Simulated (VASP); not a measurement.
```xyz
2
Lattice="0.0000 3.0636 3.0636 3.0636 0.0000 3.0636 3.0636 3.0636 0.0000" Properties=species:S:1:pos:R:3 pbc="T T T"
Cd     0.0000     0.0000     0.0000
Se     1.5318     1.5318     1.5318
```

All values below come from MS2 meta-GGA, VASP's PBE PAW potentials (set 64) (plane waves; VASP). Settings: 520 eV cut-off, 8×8×8 Γ-centred mesh, tetrahedra with Blöchl corrections, potentials Cd Se.

Task: Give the energies of bands 6 to 11 at the high-symmetry points, in eV from the valence-band maximum.

Result: 
| band | Γ | X | U | L | W |
|---|---|---|---|---|---|
| 6 | -7.45 | -7.11 | -7.03 | -7.17 | -6.99 |
| 7 | 0.00 | -3.94 | -3.87 | -4.25 | -3.83 |
| 8 | 0.00 | -1.80 | -2.45 | -0.72 | -2.17 |
| 9 | 0.00 | -1.80 | -1.47 | -0.72 | -2.14 |
| 10 | 0.92 | 3.32 | 3.94 | 2.71 | 5.32 |
| 11 | 6.22 | 4.03 | 5.37 | 6.69 | 5.33 |

The gap is direct, 0.92 eV, from the valence maximum at Γ to the conduction minimum at Γ.

The compound is CdSe in the zinc blende structure, whereas wurtzite is the usual form. It was relaxed first.
